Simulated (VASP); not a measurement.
```
WS2
1.0
    1.57784    -2.73290     0.00000
    1.57784     2.73290     0.00000
    0.00000     0.00000    12.21458
W S
2 4
Direct
  0.33333   0.66667   0.25000
  0.66667   0.33333   0.75000
  0.33333   0.66667   0.87889
  0.66667   0.33333   0.37889
  0.66667   0.33333   0.12111
  0.33333   0.66667   0.62111
```

The numbers are results of PBE GGA with D4 dispersion, VASP's PBE PAW potentials (set 64) (plane waves; VASP 6.6.1), not measurements. Settings: 520 eV cut-off, Gaussian smearing of 0.050 eV, potentials W_sv S.

Unless said otherwise, spin-orbit coupling is left out, though it shifts the bands of the heavy elements here.

Give the energies of bands 17 to 30 at the high-symmetry points, in eV from the valence-band maximum.

| band | Γ | M | K | A | L | H |
|---|---|---|---|---|---|---|
| 17 | -3.47 | -5.54 | -5.36 | -3.46 | -5.08 | -5.21 |
| 18 | -3.46 | -4.79 | -5.07 | -3.46 | -5.08 | -5.21 |
| 19 | -3.46 | -4.11 | -4.58 | -2.92 | -4.06 | -4.83 |
| 20 | -2.25 | -4.01 | -4.58 | -2.92 | -4.06 | -4.83 |
| 21 | -2.25 | -3.02 | -4.20 | -2.22 | -2.93 | -3.78 |
| 22 | -2.19 | -2.78 | -4.20 | -2.22 | -2.93 | -3.78 |
| 23 | -2.19 | -2.00 | -2.94 | -2.22 | -1.88 | -3.15 |
| 24 | -1.46 | -1.77 | -2.94 | -2.22 | -1.88 | -3.15 |
| 25 | -1.25 | -1.75 | -0.77 | -0.31 | -1.62 | -0.67 |
| 26 | 0.00 | -1.54 | -0.54 | -0.31 | -1.62 | -0.67 |
| 27 | 2.29 | 2.30 | 1.29 | 2.27 | 2.33 | 1.29 |
| 28 | 2.29 | 2.35 | 1.29 | 2.27 | 2.33 | 1.29 |
| 29 | 2.30 | 2.57 | 1.98 | 2.28 | 2.76 | 2.55 |
| 30 | 2.31 | 2.89 | 3.30 | 2.29 | 2.76 | 2.55 |

The gap is indirect, 0.95 eV, from the valence maximum at Γ to the conduction minimum at K-Γ at 0.44.

The compound is WS2 in the 2H layered structure. It was relaxed first.
